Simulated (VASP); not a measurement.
CdS (zinc blende), at 1.04 of the tabulated volume:

```yaml
crystal:
  lattice:
    - [0.00000, 2.94829, 2.94829]
    - [2.94829, 0.00000, 2.94829]
    - [2.94829, 2.94829, 0.00000]
  atoms:
    - { symbol: Cd, position: [0.00000, 0.00000, 0.00000] }
    - { symbol: S, position: [0.25000, 0.25000, 0.25000] }
```

The lowest empty band near Γ, direction [100], from PBE with spin-orbit coupling in VASP (PAW); its two spin partners are averaged. The gap over the points computed is 1.06 eV, and the next band on that side lies 5.20 eV away at the edge.

Settings: 400 eV cut-off, 9×9×9 Γ-centred mesh, Gaussian smearing of 0.050 eV, potentials Cd S.

```json
[
 {"distance from the edge in k (1/Å)": "0.012", "distance in energy (meV)": "4.6"},
 {"distance from the edge in k (1/Å)": "0.018", "distance in energy (meV)": "10.2"},
 {"distance from the edge in k (1/Å)": "0.025", "distance in energy (meV)": "19.6"},
 {"distance from the edge in k (1/Å)": "0.035", "distance in energy (meV)": "37.8"},
 {"distance from the edge in k (1/Å)": "0.050", "distance in energy (meV)": "74.8"},
 {"distance from the edge in k (1/Å)": "0.070", "distance in energy (meV)": "139.1"}
]
```

Question: Fit E(1 + αE) = ħ²k²/2m* (ħ²/2m0 = 3.810 eV Å²) and predict the row at 0.095 1/Å.

Answer: Least squares on the energies gives the electron mass m* = 0.119 m0 and α = 0.89 per eV, and so 237.7 meV. The run gave 237.8 meV, +0.1 meV from the fit. So light an electron mass at Γ scales with the gap, and carries this level's error in it.

Left out are points under 3 meV from the edge, since the levels carry 0.1 meV, and points farther than half the way to the next band.

The compound is CdS in the zinc blende structure, a metastable form; wurtzite is the usual one. The cell was not relaxed at this level.
